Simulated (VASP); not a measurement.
Input of a VASP 6.6.1 run:

File INCAR:

```
PREC     = Accurate       # precision mode
ENCUT    = 600            # plane-wave cutoff, eV
EDIFF    = 1E-6           # SCF threshold, eV
ISMEAR   = 0              # smearing method
SIGMA    = 0.03           # smearing width, eV
LREAL    = F              # projectors in reciprocal space
LASPH    = T              # aspherical terms in the spheres
NELM     = 80             # most SCF steps
ALGO     = Normal         # electronic algorithm
ISIF     = 3              # what is computed and relaxed
LWAVE    = F              # write WAVECAR
LCHARG   = F              # write CHGCAR
GGA      = PS             # functional
IBRION   = 2              # ionic algorithm
NSW      = 90             # ionic steps
EDIFFG   = -0.01          # ionic threshold
```

Contents of KPOINTS:

```
regular mesh
0
Gamma
  6 6 6
```

The input POSCAR:

```
BaZrO3
1.0
    4.1913400000      0.0000000000      0.0000000000
    0.0000000000      4.1913400000      0.0000000000
    0.0000000000      0.0000000000      4.1913400000
Ba Zr O
1 1 3
Direct
    0.5000000000      0.5000000000      0.5000000000
    0.0000000000      0.0000000000      0.0000000000
    0.5000000000      0.0000000000      0.0000000000
    0.0000000000      0.5000000000      0.0000000000
    0.0000000000      0.0000000000      0.5000000000
```

Potentials or basis: VASP PAW PBE potentials, release 64 (Ba_sv, Zr_sv, O).

Launch:

```sh
$ cat potpaw_PBE.64/Ba_sv/POTCAR potpaw_PBE.64/Zr_sv/POTCAR potpaw_PBE.64/O/POTCAR > POTCAR
$ mpirun -np 1 vasp_std > vasp.out
```

Question: What does it give for the space group after relaxing (to 0.05 Å)?

Answer: Pm-3m (No. 221).

Question: What does it give for the relaxed cell?

Answer: a = 4.189 Å, b = 4.189 Å, c = 4.189 Å, α = 90.00°, β = 90.00°, γ = 90.00°.

Question: Predict the band gap on the k mesh.

Answer: 3.11 eV, indirect (least direct gap 3.33 eV).

Final structure:
```
Ba Zr O
1.0
     4.18937    0.00000    0.00000
     0.00000    4.18937    0.00000
     0.00000    0.00000    4.18937
Ba Zr O
1 1 3
Direct
  0.50000 0.50000 0.50000
  0.00000 0.00000 0.00000
  0.50000 0.00000 0.00000
  0.00000 0.50000 0.00000
  0.00000 0.00000 0.50000
```

Caveat: spin-orbit coupling is left out, which moves the levels of the heavy elements. A k mesh can miss the band edges.
